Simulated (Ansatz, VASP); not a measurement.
## Cross-check of Hf2NF2 (Hf2NF2 MXene monolayer) between VASP and Ansatz

Aim: how closely do two programs agree when they are given the same cell, functional and k mesh? The structure shown is the start of the Ansatz relaxation below; VASP solves that cell, so the two are compared at the walk's first step.

Calculated with Ansatz 0.2.0; plane waves, with VASP 6.6.1 beside it; single point at PBE with D3(BJ).

### Step 1. Set-up

The cell holds 5 atoms: 2 F, 2 Hf and 1 N. Its edges and angles: a = 3.217 Å, b = 3.218 Å, c = 40.384 Å, α = 90.0°, β = 90.0°, γ = 120.0°. Vacuum lies along c.

### Step 2. Ansatz: relaxation, PBE with D3(BJ)

Ansatz runs on its PAW soft_1 files.

The two programs are compared at the cell with which this relaxation starts, whose forces are those of its first step.

input.yaml reads:

```yaml
crystal:
  lattice:
    - [3.2175, 0.0, 0.0]
    - [-1.60875, 2.7864367367, 0.0]
    - [0.0, 0.0, 40.3840795587]
  atoms:
    - { symbol: F, position: [0.3333333333, 0.6666666667, 0.4420058646] }
    - { symbol: Hf, position: [0.6666666667, 0.3333333333, 0.4685633598], spin: 1.0 }
    - { symbol: "N", position: [0.0, 0.0, 0.5] }
    - { symbol: Hf, position: [0.3333333333, 0.6666666667, 0.5314366402], spin: 1.0 }
    - { symbol: F, position: [0.6666666667, 0.3333333333, 0.5579941354] }
  periodic: [true, true, false]
magnetization:
  spin_polarized: true
kpoints:
  mp_grid: { grid: [12, 12, 1] }
hamiltonian:
  xc: pbe
  dispersion: d3bj
  pseudopotentials: { kind: paw, azcp: { folder: soft_1 } }
scf:
  occupations: { method: fermi_dirac, width: 0.05 }
  convergence: { dr2_threshold: 1.0e-09 }
relax:
  f_tol: 0.004
  max_steps: 90
  cell: {}
output:
  write_potential: true
  write_density: true
  volumetric_format: npy
```

The run is started by

```sh
$ ansatz run input.yaml --threads 2 --pin off --max-ram 3072MiB --backend cpu --events-out ev --progress --plain --runs-dir out
```

Numbers of over 12 decimals in the logs are rounded to 6 here.

What it wrote:

```text
Warning: relax.cell: scf.convergence.dr2_threshold = 1e-9 eV is looser than the 2.31887077311e-10 eV advised for a relaxation that steers and ends on the stress (1e-10 eV for each atom of the cell: 5, times the square of relax.cell.stress_2d_tol = 0.05 N/m over 14.7 Å (the atoms' height at the walk's start and 5 Å past either face), 3.405e-2 GPa, over a crystal's default 0.05). What an SCF threshold leaves in a stress goes as its square root, and in the free energy as the threshold itself, and one threshold admits the most on a small cell: [figures from the program's tests cut] Set scf.convergence.dr2_threshold to 2.31887077311e-10 eV or tighter. [rest of the remark cut]
Engine: ansatz 0.2.0, aarch64-unknown-linux-gnu
Pseudopotentials: kind: paw
Pseudopotential: F, paw, valence charge 7, recommended cutoff 420 eV (normal), soft_1/F.paw.azcp
Pseudopotential: Hf, paw, valence charge 26, recommended cutoff 420 eV (normal), soft_1/Hf.paw.azcp
Pseudopotential: N, paw, valence charge 5, recommended cutoff 420 eV (normal), soft_1/N.paw.azcp
Functional definition: PBE
  parameter kappa = 0.804
  parameter beta = 0.066725
  exchange = pbe_x(kappa = kappa, mu = beta*pi^2/3)
  correlation = pbe_c(beta = beta)
Crystal: 5 atoms, lattice volume = 362.058 Å³
Basis set: ecut = 420 eV, 7167 PW (Γ), exchange–correlation on 48×48×540 points (8 copies of the dense FFT grid, shifted against one another)
Bands: 44, of which v1, the nominal top of the filled ones, is band 36 counted from 1 (35 counted from 0)
Symmetry: 12 space group operations
Space group: P-3m1 (ITA 164), of the structure as read, at distance tolerance 7.1e-5 Å
Magnetic group: BNS 164.85 (UNI 1315), of the structure as read, at distance tolerance 7.1e-5 Å
k-points: 19 of 144
Non-local potential: F, projectors of the file, l = 0: 2, l = 1: 2, l = 2: 1
Non-local potential: Hf, projectors of the file, l = 0: 3, l = 1: 2, l = 2: 2, l = 3: 3
Non-local potential: N, projectors of the file, l = 0: 2, l = 1: 2, l = 2: 1
PAW form: soft (Blöchl's): semilocal exchange-correlation on the pseudo side does not see the compensation charge
PAW one-centre angular grid: F, 110 points (default); XC on 64 Gauss nodes
PAW one-centre angular grid: Hf, 590 points (default); XC on 64 Gauss nodes
PAW one-centre angular grid: N, 110 points (default); XC on 64 Gauss nodes
Initial density: superposition of atomic densities (neutral atoms: chi_scale 0, normalization atom)
Starting moments: Σ|m| = 2 μB on 2 of 5 sites
Initial wavefunctions: pseudopotential atomic-orbital guess
Functional: x = pbe(κ = 0.804, μ = 0.219515), c = pbe(β = 0.066725)
SCF iter   1: F=—  HF=-33454.749069 eV  |F-HF|=—  |Δ(HF+E_count)|=         —  Δρ=2.72e-2 (↑2.72e-2 ↓2.65e-2)  dr2=1.69e1  dr2_m=1.26e-1  M=0.633 μB ∫|m|=0.695 μB  β_m=0.30  ethr=3.10e-3  ⟨swp⟩=13.6  Hψ=10596  notcnv=0  defer=5
Mixer restart at iter 1: flushing history
preconditioner: auto → LDOS  [metal: Δε(μ)=0.046 eV  Ē_g=18.795 eV  σ=0.050 eV  W_gap=0.22  n_scr=26 (ndim 8)  ℏωp=16.0 eV  f_vac=0.810  D(μ)=1.79/eV (n_scr^D=12)]
spin=Collinear: LDOS preconditioning applied to the charge; magnetization (m = ρ↑ − ρ↓) channel mixes plain (no charge-response kernel on spin).
SCF iter   2: F=—  HF=-33451.871407 eV  |F-HF|=—  |Δ(HF+E_count)|=    2.88e0  Δρ=1.50e-2 (↑1.50e-2 ↓1.42e-2)  dr2=5.70e0  dr2_m=7.74e-2  M=0.500 μB ∫|m|=0.569 μB  β_m=0.48  ethr=3.10e-3  ⟨swp⟩=4.0  Hψ=3909  notcnv=0  defer=83
SCF iter   3: F=—  HF=-33450.668759 eV  |F-HF|=—  |Δ(HF+E_count)|=    1.20e0  Δρ=4.61e-3 (↑4.61e-3 ↓3.78e-3)  dr2=1.30e-1  dr2_m=1.72e-2  M=0.234 μB ∫|m|=0.305 μB  β_m=0.55  ethr=3.10e-3  ⟨swp⟩=4.8  Hψ=3930  notcnv=0  defer=86
SCF iter   4: F=—  HF=-33450.762240 eV  |F-HF|=—  |Δ(HF+E_count)|=         —  Δρ=2.39e-3 (↑2.39e-3 ↓2.08e-3)  dr2=2.14e-2  dr2_m=7.06e-3  M=0.065 μB ∫|m|=0.112 μB  β_m=0.55  ethr=1.83e-4  ⟨swp⟩=4.9  Hψ=4502  notcnv=0  defer=76
SCF iter   5: F=—  HF=-33450.772800 eV  |F-HF|=—  |Δ(HF+E_count)|=   1.06e-2  Δρ=1.01e-3 (↑1.01e-3 ↓8.72e-4)  dr2=3.80e-3  dr2_m=1.69e-3  M=0.036 μB ∫|m|=0.066 μB  β_m=0.73  ethr=3.01e-5  ⟨swp⟩=4.4  Hψ=4032  notcnv=0  defer=76
SCF iter   6: F=—  HF=-33450.778781 eV  |F-HF|=—  |Δ(HF+E_count)|=   5.98e-3  Δρ=3.55e-4 (↑3.55e-4 ↓3.19e-4)  dr2=9.76e-4  dr2_m=1.31e-4  M=0.010 μB ∫|m|=0.020 μB  β_m=0.59  ethr=5.35e-6  ⟨swp⟩=4.3  Hψ=4417  notcnv=0  defer=81
[...]
spin=Collinear: Resta preconditioning applied to the charge; magnetization (m = ρ↑ − ρ↓) channel mixes plain (no charge-response kernel on spin).
SCF iter   2: F=—  HF=-33451.815399 eV  |F-HF|=—  |Δ(HF+E_count)|=   1.11e-4  Δρ=2.63e-6 (↑2.63e-6 ↓2.61e-6)  dr2=5.48e-8  dr2_m=1.59e-11  M=0.000 μB ∫|m|=0.000 μB  β_m=0.30  ethr=4.83e-11  ⟨swp⟩=7.5  Hψ=8895  notcnv=0
SCF iter   3: F=—  HF=-33451.815399 eV  |F-HF|=—  |Δ(HF+E_count)|=   1.55e-8  Δρ=1.04e-6 (↑1.04e-6 ↓1.03e-6)  dr2=5.45e-9  dr2_m=1.93e-11  M=0.000 μB ∫|m|=0.000 μB  β_m=0.53  ethr=4.83e-11  ⟨swp⟩=2.6  Hψ=2957  notcnv=0
SCF iter   4: F=-33451.815399 eV  HF=-33451.815399 eV  |F-HF|=3.64e-10  |Δ(HF+E_count)|=  3.93e-10  Δρ=3.96e-7 (↑3.91e-7 ↓3.96e-7)  dr2=5.61e-10  dr2_m=7.23e-12  M=0.000 μB ∫|m|=0.000 μB  ethr=1.41e-12  ⟨swp⟩=17.6  Hψ=20001  notcnv=0
the starting moments were not kept: the SCF closed with an absolute magnetisation of 5.9e-6 μB, where they sum to 2 μB in size (2 sites). That is at most 0.1 of that sum. Measured as dr2_m measures the in/out step, that magnetisation stands 3.5e-12 eV from none, at or under the dr2_threshold of 1.0e-9 eV: it is no larger than a step whose dr2_m would equal this threshold.
SCF 11 converged in 4 iterations: F = -33451.815399 eV  dr2 = 5.61e-10
relax step  11: F+E_penalty+E_count = -33451.81539853 eV  Δ(F+E_penalty+E_count) = +1.891e-4 eV  max|allowed force component| = 2.061e-3 eV/Å  Δτ_max = 0.0000 Å  P = +0.001 N/m  Ω = 354.645 Å³  fix = [c, alpha, beta]  reactions: c +0.000 N/m  stress off target by 1.00e-3 N/m on what of the cell is left free  SCF on the basis re-selected at this cell (its energy is not comparable with the rows above)  (4 SCF iters)
basis re-selected at this cell: Δ(F+E_penalty+E_count) = +1.891e-4 eV, ΔP = -0.003 N/m vs the last step (what re-selecting the basis moved, of the pressure what is left beyond the Pulay correction that the steps carried, after the strain that the cell walked since its last selection, with what the two solves' SCF thresholds leave and, on support functions, any second-order correction that the steps lacked; it is no m [...]
WARN: The output density's exchange-correlation potential varies sharply where the density is thin. Do not read a vacuum level from v_tot or v_xc, or from such a field of the output density. On a cell that repeats whose density bears no net charge and no dipole along the vacuum's axis use v_es (v_loc + v_h of the components); under efield.dipole_correction with no amplitude use v_es + v_field, which holds any externa [...]
SCF converged after 4 iterations
Magnetization: 0.0000 μB (35.5000 up, 35.5000 down)
Absolute magnetization: 0.0000 μB (∫|ρ↑−ρ↓|, with the PAW one-centre terms)
Spin contamination: 0.0000 ħ² per cell (⟨S²⟩ above its minimum at these occupations)
Per-site moments (μB) at R_I (Å): [(3.59577965519292e-8, 0.948929), (6.372960150267154e-7, 0.907478), (-8.232421005643805e-7, 0.907478), (6.372960149622343e-7, 0.907478), (3.5957796579575456e-8, 0.948929)]
Free energy (F): -33451.815399 eV
Harris-Foulkes:  -33451.815399 eV  (|F-HF|=3.64e-10)
Internal energy: -33451.803594 eV  (E = F + TS)
E sigma→0 (E₀):  -33451.809496 eV
Entropy (-TS):   -0.011804 eV (-2.361 meV/atom)
Fermi energy:    -3.361895 eV
--- Per-component energies (eV) ---
  E_band       = -1524.903915
  E_kinetic    = 1345.873259
  E_local      = -442178.362192  (includes V_loc(G=0)·N_el)
  E_nonlocal   = 329.102475
  E_hartree    = 220023.267213
  E_xc         = -747.900289
  E_vxc        = -784.887928  (∫ρ·V_xc dr)
  E_paw        = -15932.547817  (= ΣΔE_a)
  E_vpaw       = -283.170073  (= ΣTr[D̂ρ^β])
  E_aug_tail   = 0.002482  (compensation charges beyond the density's cutoff)
  E_ewald      = 203709.673720
  E_disp       = -0.912446  (pairwise vdW)
  E_smearing   = -0.011804  (= −TS)
  E_closure    = 0.000000  (closes the sum)
  Σ components = -33451.815399   (vs F -33451.815399, Δ=0.00e0)
--- Forces (eV/Å), atoms counted from 1 ---
  atom   1  F      0.00000000     0.00000000     0.00206079
  atom   2  Hf     0.00000000    -0.00000000     0.00004035
  atom   3  N      0.00000000    -0.00000000     0.00000000
  atom   4  Hf     0.00000000     0.00000000    -0.00004035
  atom   5  F      0.00000000    -0.00000000    -0.00206079
  max |Σ_I F_I| component: 6.48e-17 eV/Å
--- 2D stress c σ (N/m, compression-positive) ---
        0.001002       0.000000       0.000000
       -0.000000       0.001002       0.000000
        0.000000       0.000000       0.000000
  P = ½ c Tr σ = 0.0010 N/m
--- Band table (eV; the first three rows and the last of 38) ---
  k-point 0 ↑: bands = [... 32 lower, -9.0819, -9.0819, -3.7904, -3.6999, -3.6999, -3.2322, -2.3266, -1.3148, ... 4 higher]
  k-point 1 ↑: bands = [... 32 lower, -9.2853, -9.1162, -4.1122, -3.7108, -3.5296, -2.9295, -2.0349, -1.7205, ... 4 higher]
  k-point 2 ↑: bands = [... 32 lower, -9.6758, -9.1877, -4.8455, -3.4856, -3.0383, -2.4189, -1.9230, -1.4598, ... 4 higher]
  k-point 18 ↓: bands = [... 32 lower, -10.2032, -9.5728, -3.5506, -3.2190, -3.2190, -1.4399, -0.2815, -0.2815, ... 4 higher]
  the weakly bound empty levels are not read free of the cell's end (no_gap_told)
--- Relaxed structure (9 steps of the walk, 8 accepted, 2 SCFs on fresh bases) ---
  F+E_penalty+E_count = -33451.81539853 eV   max|allowed force component| = 2.061e-3 eV/Å   (the final SCF, on the basis selected at the relaxed cell)
  cell:  # Å, volume = 354.6449 Å³
    - [3.184392, 0.0, 0.0]
    - [-1.592196, 2.757764, 0.0]
    - [0.0, 0.0, 40.3840795587]
  atoms:
    - { symbol: F, position: [0.333333, 0.666667, 0.435844] }
    - { symbol: Hf, position: [0.666667, 0.333333, 0.470083] }
    - { symbol: N, position: [0, 0, 0.5] }
    - { symbol: Hf, position: [0.333333, 0.666667, 0.529917] }
    - { symbol: F, position: [0.666667, 0.333333, 0.564156] }
```

(Part 1 of 2 ends here.)

[Lines on the potential files, build, host, timing and source positions are cut from VASP's logs without a mark.]

[Logs are printed without paths, hosts, clocks, repeated set-up lines and the standing remarks that a program may print on its own settings, such as how far it seeks lower states.]

[Hosts, paths, dates, database ids (printed as entryN), source tags and the programs' standing remarks are cut or masked in the printed files.]
